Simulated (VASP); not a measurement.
OSZICAR of a VASP run on CaC₆ (sg166):

**OSZICAR**
```
       N       E                     dE             d eps       ncg     rms          rms(c)
DAV:   1     0.246141587444E+03    0.24614E+03   -0.17456E+04  4872   0.156E+03
DAV:   2    -0.440889702408E+02   -0.29023E+03   -0.28183E+03  6719   0.366E+02
DAV:   3    -0.614155274152E+02   -0.17327E+02   -0.17103E+02  6801   0.885E+01
DAV:   4    -0.619863966339E+02   -0.57087E+00   -0.56994E+00  7677   0.146E+01
DAV:   5    -0.619966168815E+02   -0.10220E-01   -0.10224E-01  6680   0.180E+00    0.115E+01
DAV:   6    -0.580813168764E+02    0.39153E+01   -0.68568E+00  5797   0.150E+01    0.624E+00
DAV:   7    -0.575143906655E+02    0.56693E+00   -0.39006E+00  5978   0.906E+00    0.261E+00
DAV:   8    -0.575426104907E+02   -0.28220E-01   -0.11805E+00  5720   0.582E+00    0.118E+00
DAV:   9    -0.574858185374E+02    0.56792E-01   -0.20243E-01  5642   0.239E+00    0.251E-01
DAV:  10    -0.574842852630E+02    0.15333E-02   -0.40679E-02  7090   0.115E+00    0.125E-01
DAV:  11    -0.574841869265E+02    0.98337E-04   -0.34271E-03  6146   0.366E-01    0.680E-02
DAV:  12    -0.574842772163E+02   -0.90290E-04   -0.24889E-04  6680   0.947E-02    0.399E-02
DAV:  13    -0.574842665177E+02    0.10699E-04   -0.28712E-04  6221   0.941E-02    0.202E-02
DAV:  14    -0.574842670943E+02   -0.57657E-06   -0.17892E-05  6184   0.291E-02    0.757E-03
DAV:  15    -0.574842611731E+02    0.59212E-05   -0.10974E-05  6317   0.183E-02    0.471E-03
DAV:  16    -0.574842616705E+02   -0.49734E-06   -0.37703E-07  5774   0.526E-03    0.150E-03
DAV:  17    -0.574842616369E+02    0.33573E-07   -0.41115E-08  3651   0.159E-03
   1 F= -.57484262E+02 E0= -.57484262E+02  d E =0.000000E+00
```

Task: Which electronic solver shows in the log?

Result: It is blocked Davidson (ALGO = Normal, or the opening steps of other solvers). The INCAR had ALGO = Normal.

Task: Can the final energy be trusted as converged?

Result: The calculation finished and met its thresholds. It stopped with EDIFF = 1E-7, NELM = 100 (PBE GGA, plane waves, VASP's PBE PAW potentials (set 64)).

The compound is CaC6 in the sg166 structure. It was relaxed first.
